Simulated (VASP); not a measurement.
An input for Quantum ESPRESSO's pw.x (written as the equivalent of a VASP run, and not itself run):

```
&CONTROL
  calculation = 'vc-relax'
  pseudo_dir = './pseudo'
  outdir = './out'
  tprnfor = .true.
  tstress = .true.
  nstep = 40
  forc_conv_thr = 0.00078
/
&SYSTEM
  ibrav = 0
  nat = 1
  ntyp = 1
  ecutwfc = 68
  occupations = 'smearing'
  smearing = 'methfessel-paxton'
  degauss = 0.00735
  input_dft = 'pz'
/
&ELECTRONS
  conv_thr = 7.3e-08
  electron_maxstep = 100
/
&IONS
/
&CELL
  press = 100
/
ATOMIC_SPECIES
  Sr 87.620 Sr.upf
CELL_PARAMETERS angstrom
    -0.0000000    2.5372915    2.5372915
     2.5372915   -0.0000000    2.5372915
     2.5372915    2.5372915   -0.0000000
ATOMIC_POSITIONS crystal
  Sr   0.0000000  0.0000000  0.0000000
K_POINTS automatic
  12 12 12 0 0 0
```

Q: Translate this input to VASP (INCAR, KPOINTS, POSCAR, choice of POTCAR).

A: Several could match; the one computed here: 
INCAR:
```
SYSTEM = Sr
PREC = Accurate; ENCUT = 500; LREAL = .FALSE.
LASPH = .TRUE.
EDIFF = 1E-6; NELM = 100; ALGO = Normal
LMAXMIX = 4
ISMEAR = 1; SIGMA = 0.1
IBRION = 2; NSW = 40; ISIF = 3
EDIFFG = -0.02; PSTRESS = 100
LWAVE = .FALSE.; LCHARG = .FALSE.
```

File POSCAR:
```
Sr
1
   -0.0000000000     2.5372914840     2.5372914840
    2.5372914840    -0.0000000000     2.5372914840
    2.5372914840     2.5372914840    -0.0000000000
Sr
1
Direct
  0.0000000000   0.0000000000   0.0000000000
```

KPOINTS:
```
Automatic mesh
0
Gamma
12 12 12
0 0 0
```

POTCAR, in this order: Sr_sv (LDA.64 set). Program: vasp_std.

Limits of the translation: the potentials are each code's own (VASP's PAW set, PseudoDojo norm-conserving files in pw.x), so ENCUT and ecutwfc are chosen apart and not converted; conv_thr bounds pw.x's estimated SCF error, while EDIFF bounds the energy change between steps; forc_conv_thr acts on force components and is met together with etot_conv_thr.

The compound is Sr in the fcc structure. It was relaxed first under an external pressure of 10 GPa.
